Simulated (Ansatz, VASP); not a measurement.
# CO2 (CdI2 type (invented)) in two plane-wave programs, part 2 of 2

One calculation is typed for both programs; each brings its own data sets. How far apart do they land? The cell is generated by rule, not measured, and may not be a known phase. Of the first pair: The two relaxations start from unlike cells of this crystal (the structure described is Ansatz's start), so only their ends are compared.

VASP 6.6.1 and Ansatz 0.2.0.

So far: The structure; VASP: relaxation of cell and atoms, PBEsol; Ansatz: relaxation of cell and atoms, PBEsol; Comparison.

## (5) VASP: zone-centre phonons, PBEsol

Level of this step: PBEsol; plane waves and PAW (C, O); invented cell (VASP).

Second derivatives magnify differences that forces hide, and they need a tight electronic threshold.

The input, INCAR:

```
SYSTEM = CO2
PREC = Accurate
ENCUT = 600
EDIFF = 1E-08
NELM = 120
ISMEAR = 0
SIGMA = 0.01
LREAL = .FALSE.
ALGO = Normal
GGA = PS
NBANDS = 14
LORBIT = 11
LWAVE = .FALSE.
LCHARG = .FALSE.
ISIF = 2
IBRION = 8
LEPSILON = .TRUE.
LASPH = .TRUE.
GGA_COMPAT = .FALSE.
EFERMI = MIDGAP
KPAR = 2
```

The input, POSCAR:

```
CO2
1.0
    2.3449899275      0.0000000000      0.0000000000
   -1.1724949638      2.0308208488      0.0000000000
    0.0000000000      0.0000000000      5.4706141453
C O
1 2
Direct
    0.0000000000      0.0000000000      0.0000000000
    0.3333333333      0.6666666667      0.1598121741
    0.6666666667      0.3333333333      0.8401878259
```

The input, KPOINTS:

```
Automatic mesh
0
Gamma
12 12 6
0 0 0
```

Potentials, in the order of the species: C and O (PBE family, release 64).

Run with:

```sh
$ mpirun -np 2 vasp_std
```

Numbers of over 12 decimals in the logs are rounded to 6 here.

Output:

```text
[banner, memory and clock lines left out]
running    2 mpi-ranks, on    1 nodes
[...]
[... a notice as in an earlier step ...]

 LDA part: xc-table for (Slater+PW92), standard interpolation
 POSCAR, INCAR and KPOINTS ok, starting setup
[...]
entering main loop
       N       E                     dE             d eps       ncg     rms          rms(c)
DAV:   1     0.742925244646E+02    0.74293E+02   -0.99777E+03  2816   0.126E+03
DAV:   2    -0.171957388148E+02   -0.91488E+02   -0.80032E+02  3812   0.255E+02
DAV:   3    -0.204724512905E+02   -0.32767E+01   -0.32520E+01  3106   0.496E+01
DAV:   4    -0.204928589698E+02   -0.20408E-01   -0.20404E-01  3502   0.443E+00
[...]
DAV:  13    -0.193393413678E+02    0.68097E-07   -0.47097E-07  3286   0.703E-03    0.867E-04
DAV:  14    -0.193393414979E+02   -0.13010E-06   -0.10186E-07  2884   0.335E-03    0.310E-04
DAV:  15    -0.193393414946E+02    0.32967E-08   -0.37844E-09  2936   0.632E-04
   1 F= -.19339341E+02 E0= -.19339341E+02  d E =0.000000E+00
[...]
RMM:  13    -0.335438800992E+00    0.23437E-08   -0.18964E-09 11078   0.473E-06    0.695E-08
 first order change of Fermi-energy  -0.11289E-04
 force on displaced ion       2 direction 1 :  -4.584  -0.001  -0.000
 Born effective charge ion    2 direction 1 :  -2.333   0.000   0.000
 Linear response progress:
  Degree of freedom:   4/  4
       N       E                     dE             d eps       ncg     rms          rms(c)
RMM:   1    -0.417417388133E+00   -0.41742E+00    0.17400E-01  5831   0.427E+00
RMM:   2    -0.403137192468E+00    0.14280E-01   -0.63787E-03  4248   0.710E-01    0.250E-01
RMM:   3    -0.402564347244E+00    0.57285E-03   -0.12924E-03  4561   0.280E-01    0.133E-01
RMM:   4    -0.402786313544E+00   -0.22197E-03   -0.24090E-04  4629   0.132E-01    0.629E-02
[...]
RMM:  11    -0.403194879470E+00   -0.50768E-07   -0.50710E-09  4760   0.377E-05    0.628E-06
RMM:  12    -0.403194933589E+00   -0.54119E-07   -0.17259E-09  4691   0.224E-05    0.131E-06
RMM:  13    -0.403194932754E+00    0.83476E-09   -0.95433E-10  4314   0.869E-06    0.367E-07
 first order change of Fermi-energy  -0.79639E+00
 force on displaced ion       2 direction 3 :  -0.000   0.000 -31.608
 Born effective charge ion    2 direction 3 :  -0.000  -0.000  -0.527
 Born effective charges drift removed
 Linear response finished
```

Parts of OUTCAR (step 5):

```text
  Total        0.1571630      0.1571630     -0.0099335     -0.0000000      0.0000000      0.0000000
  in kB        9.6652308      9.6652308     -0.6108940     -0.0000000      0.0000000      0.0000000
  external PRESSURE =       6.2398559 kB  Pullay stress =       0.0000000 kB

 POSITION                                       TOTAL-FORCE (eV/Angst)
 -----------------------------------------------------------------------------------
      0.00000      0.00000      0.00000        -0.000000      0.000000      0.000000
     -0.00000      1.35388      0.87427        -0.000000      0.000000      0.043943
      1.17249      0.67694      4.59634         0.000000     -0.000000     -0.043943
 -----------------------------------------------------------------------------------
    total drift:                                0.000000     -0.000000      0.000000

 MACROSCOPIC STATIC DIELECTRIC TENSOR (including local field effects in DFT)
 ------------------------------------------------------
           4.482698    -0.000000     0.000000
          -0.000000     4.482698     0.000000
          -0.000000     0.000000     2.104239
 ------------------------------------------------------

 MACROSCOPIC STATIC DIELECTRIC TENSOR IONIC CONTRIBUTION
 ------------------------------------------------------
          -0.000000     0.000000     0.000000
           0.000000    -0.000000    -0.000000
           0.000000    -0.000000     0.175344
 ------------------------------------------------------

[... 2 further parts left out ...]
```

With imaginary modes the cell is no minimum, so the ionic parts of its dielectric, piezoelectric and elastic tensors have no meaning.

## (6) Ansatz: zone-centre phonons, PBEsol

The same cell, functional and mesh now go to Ansatz, which takes its cutoff from its data sets.

The cell is taken from a series of runs on this material, whose earlier steps may have relaxed, scaled, displaced or heated it; both programs get it as it stands.

The input, input.yaml:

```yaml
crystal:
  lattice:
    - [2.3449899275, 0.0, 0.0]
    - [-1.1724949638, 2.0308208488, 0.0]
    - [0.0, 0.0, 5.4706141453]
  atoms:
    - { symbol: C, position: [0.0, 0.0, 0.0] }
    - { symbol: O, position: [0.3333333333, 0.6666666667, 0.1598121741] }
    - { symbol: O, position: [0.6666666667, 0.3333333333, 0.8401878259] }
kpoints:
  mp_grid: { grid: [12, 12, 6] }
hamiltonian:
  xc: pbesol
scf:
  occupations: { method: fixed }
output:
  eigenvalues: true
phonons:
  method: dfpt
  dielectric: true
  rigid_motions: translations
```

Run with:

```sh
$ ansatz run input.yaml --threads 2 --pin off --max-ram 5120MiB --backend cpu --events-out ev --progress --plain --runs-dir out
```

Output:

```text
[...]
Crystal: 3 atoms, lattice volume = 26.052 Å³
Basis set: ecut = 420 eV, 487 PW (Γ), exchange–correlation on 32×32×80 points (8 copies of the dense FFT grid, shifted against one another)
Bands: 12, of which v1, the nominal top of the filled ones, is band 8 counted from 1 (7 counted from 0)
Symmetry: 12 space group operations
k-points: 242 of 864 (irreducible under 2 space group operations, time reversal used)
[...]
optical modes at Γ + LO–TO along q̂ = [1.0000, 0.0000, 0.0000]:
      ω (cm⁻¹)  modes    IR ((D/Å)²/amu)
[...]
optical modes at Γ + LO–TO along q̂ = [0.0000, 1.0000, 0.0000]:
      ω (cm⁻¹)  modes    IR ((D/Å)²/amu)
[...]
optical modes at Γ + LO–TO along q̂ = [0.0000, 0.0000, 1.0000]:
      ω (cm⁻¹)  modes    IR ((D/Å)²/amu)
       -433.83      2           116.2788
        437.12      2             0.0000
        839.53      1             0.0000
       1216.99      1             2.9781
[key lines of the parts left out:]
SCF converged after 9 iterations
Free energy (F): -1362.545141 eV
Fermi energy:    3.782527 eV
```

## (7) Differences

What differs besides the data sets and the points named for the pairs above, as far as they apply: fixed occupations in Ansatz, narrow Gaussian smearing in VASP; VASP's response is taken on the typed mesh, Ansatz refines its own for the field response alone. Total energies have different zeros and are not compared.

Both answers:

| quantity | Ansatz | VASP | difference |
| --- | --- | --- | --- |
| ε∞ xx | 4.48 | 4.48 | +0.04 % |
| ε∞ yy | 4.48 | 4.48 | +0.04 % |
| ε∞ zz | 2.11 | 2.10 | +0.23 % |
| Born charge of C1 (mean of the diagonal) (e) | 3.48 | 3.46 | +0.02 |
| Born charge of O2 (mean of the diagonal) (e) | -1.74 | -1.73 | -0.01 |
| optical mode 1 to 2 (imaginary, printed as negative) (cm⁻¹) | -433.8 | -393.5 | -40.3 |
| optical mode 3 to 4 (cm⁻¹) | 437.1 | 445.0 | -1.78 % |
| optical mode 5 (cm⁻¹) | 839.5 | 837.4 | +0.25 % |
| optical mode 6 (cm⁻¹) | 1168.5 | 1169.2 | -0.05 % |

Modes are paired by rising frequency, not by their patterns, so a pair may set unlike modes beside each other; they are those without the splitting of longitudinal modes.

## (8) Results

```yaml
difference_in_edge_c_after_relaxation_in_the_typed_setting_relaxation_of_cell_and_atoms_pbesol: 2.7 %
r_m_s_difference_of_the_optical_zone_centre_modes_each_program_s_sorted_by_frequency_zone_centre_phonons_pbesol: 24 cm⁻¹
difference_in_optical_mode_3_to_4_zone_centre_phonons_pbesol: -1.8 %
```

In words: The difference in edge c after relaxation, in the typed setting is 2.7 % (relaxation of cell and atoms, PBEsol), beyond the 1.2 % picked in this series as the mark of a large difference, as far as the stopping tolerances let one tell. What causes the difference of the relaxation of cell and atoms, PBEsol pair stays open here. Among the rows given in per cent, the largest difference of the zone-centre phonons, PBEsol pair is in optical mode 3 to 4, -1.8 %. What causes the difference of the zone-centre phonons, PBEsol pair stays open here. 2 further runs of this series are not shown here. Such differences can come from data sets, numerical settings and the points named under the comparisons, not from the functional's error against experiment.

[Lines on the potential files, build, host, timing and source positions are cut from VASP's logs without a mark.]

[Logs are printed without paths, hosts, clocks, repeated set-up lines and the standing remarks that a program may print on its own settings, such as how far it seeks lower states.]

[Hosts, paths, dates, database ids (printed as entryN), source tags and the programs' standing remarks are cut or masked in the printed files.]
